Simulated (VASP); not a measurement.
Input of a VASP 6.6.1 run:

File INCAR:

```
ALGO = Normal
EDIFF = 1E-6
ENCUT = 520
GGA = PE
ISIF = 2
ISMEAR = -1
IVDW = 12
LASPH = T
LCHARG = F
LREAL = Auto
LWAVE = F
NBANDS = 37
NELM = 100
PREC = Accurate
SIGMA = 0.05
```

KPOINTS

```
k-points
0
Gamma
  1 1 1
```

Contents of POSCAR:

```
MgH8Cl2O4
1.0
    5.5112720000      0.0000000000      0.0000000000
    0.0000000000      5.5112720000      0.0000000000
    0.0000000000      0.0000000000      5.5112720000
O H Mg Cl
4 8 1 2
Direct
    0.8890143691      0.7140638314      0.7240070895
   -0.0252754718      0.1537576080      0.5293877711
    0.5611953103      0.9285515213      0.4280862930
    0.4930622187      0.3874241736      0.6323585553
    1.0101842188      0.6365499652      0.5975752966
    0.9926746493      0.7248235979      0.8678940179
   -0.1500923925      0.2085181062      0.4178345761
   -0.0640686941     -0.0174188463      0.5735336597
    0.5808822355      0.8373747476      0.2727319573
    0.5363915989      0.8502392914      0.5916057128
    0.6570352543      0.4536339342      0.6561098781
    0.4425838536      0.3006021115      0.7836484935
    0.3018903803      0.1995728028      0.3579028580
    0.3547456921      0.9964124434      0.9487646409
    0.1427438167      0.5925855229      0.2491439363
```

Potentials or basis: VASP PAW PBE potentials, release 64 (O, H, Mg, Cl).

Launch:

```bash
$ cat potpaw_PBE.64/O/POTCAR potpaw_PBE.64/H/POTCAR potpaw_PBE.64/Mg/POTCAR potpaw_PBE.64/Cl/POTCAR > POTCAR
$ mpirun -np 1 vasp_gam > vasp.out
```

Problem. What does it give for the largest force?

Solution. 2.032 eV/Å.

Problem. Predict the dispersion energy per atom.

Solution. -0.074 eV.

Stress tensor (GPa, compression positive):
```
 1.31  1.72  2.02
 1.72  1.41 -3.02
 2.02 -3.02 -2.36
```
